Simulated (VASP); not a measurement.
OSZICAR of a VASP run on CeMg₃ (space group Fm-3m):

File OSZICAR:
```
       N       E                     dE             d eps       ncg     rms          rms(c)
DAV:   1     0.101578898661E+03    0.10158E+03   -0.45721E+03   560   0.724E+02
DAV:   2    -0.221546507024E+01   -0.10379E+03   -0.10103E+03   740   0.163E+02
DAV:   3    -0.117577396112E+02   -0.95423E+01   -0.93202E+01   680   0.620E+01
DAV:   4    -0.125346134678E+02   -0.77687E+00   -0.72676E+00  1100   0.146E+01
DAV:   5    -0.125548643319E+02   -0.20251E-01   -0.20085E-01   756   0.259E+00    0.508E+01
DAV:   6    -0.142753612361E+02   -0.17205E+01   -0.21564E+01   934   0.236E+01    0.871E+01
DAV:   7    -0.169571631599E+02   -0.26818E+01   -0.26921E+00   936   0.124E+01    0.956E+01
DAV:   8    -0.194408221521E+02   -0.24837E+01   -0.86495E-01   892   0.670E+00    0.114E+02
DAV:   9    -0.442058150254E+02   -0.24765E+02   -0.36716E+02   974   0.440E+01    0.156E+03
DAV:  10    -0.676976626540E+02   -0.23492E+02   -0.23216E+01   672   0.309E+01    0.992E+02
DAV:  11    -0.543561980734E+02    0.13341E+02   -0.23793E+00   820   0.129E+01    0.648E+02
DAV:  12    -0.193702941325E+02    0.34986E+02   -0.43866E+01   626   0.289E+01    0.727E+01
DAV:  13    -0.228257402337E+02   -0.34554E+01   -0.44601E+02   942   0.109E+02    0.199E+02
DAV:  14    -0.121491865600E+02    0.10677E+02   -0.58566E+01   830   0.406E+01    0.202E+01
DAV:  15    -0.123385778731E+02   -0.18939E+00   -0.42556E+00   660   0.154E+01    0.193E+01
DAV:  16    -0.146084483052E+02   -0.22699E+01   -0.20306E+01   936   0.240E+01    0.723E+01
DAV:  17    -0.137060127326E+02    0.90244E+00   -0.90837E-01   840   0.511E+00    0.613E+01
DAV:  18    -0.127357960284E+02    0.97022E+00   -0.74923E-01   896   0.500E+00    0.483E+01
DAV:  19    -0.123901392452E+02    0.34566E+00   -0.58628E-01  1046   0.357E+00    0.300E+01
DAV:  20    -0.128966370559E+02   -0.50650E+00   -0.10578E+00   908   0.489E+00    0.470E+01
DAV:  21    -0.123500829419E+02    0.54655E+00   -0.13463E+00   906   0.542E+00    0.173E+01
DAV:  22    -0.124594749634E+02   -0.10939E+00   -0.16700E-01   904   0.195E+00    0.258E+01
DAV:  23    -0.124625809652E+02   -0.31060E-02   -0.80869E-03   918   0.259E-01    0.248E+01
DAV:  24    -0.124880982530E+02   -0.25517E-01   -0.59521E-03   844   0.252E-01    0.243E+01
DAV:  25    -0.124881454259E+02   -0.47173E-04   -0.21357E-04   978   0.446E-02    0.243E+01
DAV:  26    -0.124792816112E+02    0.88638E-02   -0.66836E-04   892   0.131E-01    0.237E+01
DAV:  27    -0.124256242695E+02    0.53657E-01   -0.29993E-02   910   0.799E-01    0.188E+01
DAV:  28    -0.123955964047E+02    0.30028E-01   -0.18259E-02  1024   0.608E-01    0.154E+01
DAV:  29    -0.123340719951E+02    0.61524E-01   -0.66217E-01   928   0.322E+00    0.843E+00
DAV:  30    -0.123310886125E+02    0.29834E-02   -0.97953E-02   884   0.157E+00    0.628E+00
DAV:  31    -0.123361483405E+02   -0.50597E-02   -0.14415E-02   978   0.451E-01    0.565E+00
DAV:  32    -0.123429225182E+02   -0.67742E-02   -0.68391E-03   916   0.315E-01    0.494E+00
DAV:  33    -0.123288431805E+02    0.14079E-01   -0.56130E-02   910   0.102E+00    0.594E+00
DAV:  34    -0.123357717801E+02   -0.69286E-02   -0.21935E-02   888   0.707E-01    0.403E+00
DAV:  35    -0.123438004181E+02   -0.80286E-02   -0.91693E-03   926   0.401E-01    0.456E+00
DAV:  36    -0.123436483547E+02    0.15206E-03   -0.24178E-04   942   0.803E-02    0.661E+00
DAV:  37    -0.123383827605E+02    0.52656E-02   -0.31889E-03   922   0.249E-01    0.890E+00
DAV:  38    -0.123366983572E+02    0.16844E-02   -0.54595E-04  1044   0.991E-02    0.946E+00
DAV:  39    -0.123346729643E+02    0.20254E-02   -0.74168E-04   916   0.118E-01    0.101E+01
DAV:  40    -0.123347527367E+02   -0.79772E-04   -0.24167E-05   932   0.189E-02    0.101E+01
DAV:  41    -0.123356550433E+02   -0.90231E-03   -0.15137E-04   910   0.565E-02    0.962E+00
DAV:  42    -0.123321227199E+02    0.35323E-02   -0.31833E-03   904   0.231E-01    0.103E+01
DAV:  43    -0.123307898328E+02    0.13329E-02   -0.12542E-03   982   0.126E-01    0.106E+01
DAV:  44    -0.123308937538E+02   -0.10392E-03   -0.48066E-05   886   0.379E-02    0.104E+01
DAV:  45    -0.123306104556E+02    0.28330E-03   -0.66447E-05   996   0.338E-02    0.104E+01
DAV:  46    -0.123298277154E+02    0.78274E-03   -0.62926E-04   902   0.103E-01    0.106E+01
DAV:  47    -0.123296274019E+02    0.20031E-03   -0.11442E-04   990   0.382E-02    0.104E+01
DAV:  48    -0.123303186355E+02   -0.69123E-03   -0.51440E-04   884   0.112E-01    0.847E+00
DAV:  49    -0.123297535291E+02    0.56511E-03   -0.46389E-04   888   0.925E-02    0.782E+00
DAV:  50    -0.123293992655E+02    0.35426E-03   -0.53088E-04   952   0.904E-02    0.631E+00
DAV:  51    -0.123292051940E+02    0.19407E-03   -0.97426E-04   960   0.124E-01    0.261E+00
DAV:  52    -0.123293392960E+02   -0.13410E-03   -0.70915E-04   952   0.100E-01    0.178E+00
DAV:  53    -0.123292691966E+02    0.70099E-04   -0.59009E-04   896   0.117E-01    0.331E-01
DAV:  54    -0.123292716714E+02   -0.24748E-05   -0.16246E-05   858   0.148E-02    0.109E-01
DAV:  55    -0.123292728772E+02   -0.12058E-05   -0.21998E-05   824   0.209E-02    0.146E-01
DAV:  56    -0.123292714522E+02    0.14251E-05   -0.12736E-05   818   0.153E-02    0.153E-02
DAV:  57    -0.123292714309E+02    0.21303E-07   -0.28374E-07   346   0.385E-03
   1 F= -.12329271E+02 E0= -.12244277E+02  d E =-.169990E+00  mag=     0.9760
```

Which electronic solver shows in the log?

It is blocked Davidson (ALGO = Normal, or the opening steps of other solvers). The INCAR had ALGO = Normal.

How was spin treated?

Collinear spin (ISPIN = 2): the summary line carries one mag value, 0.98 μB in the cell.

Can the final energy be trusted as converged?

Self-consistency was reached. It stopped with EDIFF = 1E-6, NELM = 100 (LDA (Ceperley-Alder, Perdew-Zunger), plane waves, VASP's LDA PAW potentials (set 64)).  The run has a spin-polarised start.

The structure comes from a computed database's CeMg3 entry; how it stands against other phases isn't given here. The cell was not relaxed at this level. VASP warned that the highest band is occupied, so more bands are needed.
